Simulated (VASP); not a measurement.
All values below come from optB88-vdW, VASP's PBE PAW potentials (set 64) (plane waves; VASP 6.6.1).

The input files of a VASP run:

**POSCAR**
```
Ag
1.0
  0.0000000000   2.0639950479   2.0639950479
  2.0639950479   0.0000000000   2.0639950479
  2.0639950479   2.0639950479   0.0000000000
Ag
1
Direct
  0.0000000000   0.0000000000   0.0000000000
```

KPOINTS:
```
Automatic mesh
0
Gamma
15 15 15
0 0 0
```

### INCAR
```
# general
SYSTEM    =  Ag
PREC      =  Accurate
ENCUT     =  520   # plane-wave cut-off (eV)
LREAL     =  .FALSE.
LASPH     =  .TRUE.

# electronic loop
EDIFF     =  1E-7   # SCF stop (eV)
NELM      =  100
ALGO      =  Normal   # blocked Davidson
LMAXMIX   =  4   # l cut-off of mixed one-centre charges

# smearing
ISMEAR    =  1   # Methfessel-Paxton
SIGMA     =  0.1   # width (eV)

# functional
GGA       =  BO
LUSE_VDW  =  .TRUE.
AGGAC     =  0.0
PARAM1    =  0.1833333333
PARAM2    =  0.22

# ions
ISIF      =  2

# output
LWAVE     =  .FALSE.
LCHARG    =  .FALSE.
```

POTCAR, in this order: Ag (PBE.64 set). Program: vasp_std.

Estimate the energy per atom (σ→0), band gap (on the k-mesh).

```json
{
  "energy per atom (σ→0)": "34.5 kJ/mol of atoms",
  "band gap (on the k-mesh)": "none (metal, semimetal or under 0.01 eV)"
}
```

OSZICAR:
```
...
DAV:   6     0.346091501997E+00    0.23183E+00   -0.11176E+00  2199   0.114E+01    0.302E+00
DAV:   7     0.354106350798E+00    0.80148E-02   -0.85583E-03  2340   0.107E+00    0.170E+00
DAV:   8     0.357252418131E+00    0.31461E-02   -0.68644E-04  2264   0.300E-01    0.586E-02
DAV:   9     0.357241741162E+00   -0.10677E-04   -0.69042E-06  2543   0.249E-02    0.989E-03
DAV:  10     0.357235840226E+00   -0.59009E-05   -0.49802E-06  2324   0.286E-02    0.315E-03
DAV:  11     0.357235980581E+00    0.14035E-06   -0.45195E-08  1901   0.215E-03    0.439E-04
DAV:  12     0.357236014840E+00    0.34259E-07   -0.12404E-08  1128   0.133E-03
   1 F= 0.35723601E+00 E0= 0.35740578E+00  d E =-.509309E-03
```

The compound is Ag in the fcc structure. It was relaxed first.
